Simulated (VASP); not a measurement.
These are PBEsol GGA, VASP's PBE PAW potentials (set 64) (plane waves; VASP 6.6.1) values and carry that method's errors.

Input for VASP

INCAR:
```
SYSTEM = AlFeF5
PREC = Accurate
ENCUT = 400
EDIFF = 1E-6
NELM = 100
ALGO = Normal
LREAL = .FALSE.
LASPH = .TRUE.
ISMEAR = -1
SIGMA = 0.05
GGA = PS
LMAXMIX = 4
LWAVE = .FALSE.
LCHARG = .FALSE.
ISIF = 2
ISPIN = 2
LORBIT = 11
```

File POSCAR:
```
AlFeF5
5.1529140
 -0.3449242506   0.5988921996   0.7227415400
  0.3449242506  -0.5988921996   0.7227415400
  0.3449242506   0.5988921996  -0.7227415400
Al Fe F
1 1 5
Direct
  0.5000000000   0.5000000000   0.0000000000
  0.0000000000   0.0000000000   0.0000000000
  0.7941000000   0.5000000000   0.2941000000
  0.2059000000   0.5000000000   0.7059000000
  0.2595700000   0.2595700000   0.0000000000
  0.7404300000   0.7404300000   0.0000000000
  0.5000000000   0.0000000000   0.5000000000
```

### KPOINTS
```
kpoints
0
gamma
  4 4 4
0 0 0
```

POTCAR, in this order: Al Fe F (PBE.64 set). Program: vasp_std. The INCAR's line for the spin-polarised start is left out here.

Question: What will the output report for the number of irreducible k-points (NKPTS), largest plane-wave count, number of space-group operations, FFT grid (NGX, NGY, NGZ)?

Answer: 
* **number of irreducible k-points (NKPTS)**: 18
* **largest plane-wave count**: 1503
* **number of space-group operations**: 8
* **FFT grid (NGX, NGY, NGZ)**: 36 × 36 × 36

The structure comes from a computed database's AlFeF5 entry (Immm); how it stands against other phases isn't given here. The cell was not relaxed at this level. The k-mesh is coarse (spacing up to 0.51 per Å, 2π included), so the numbers may not be converged in it.
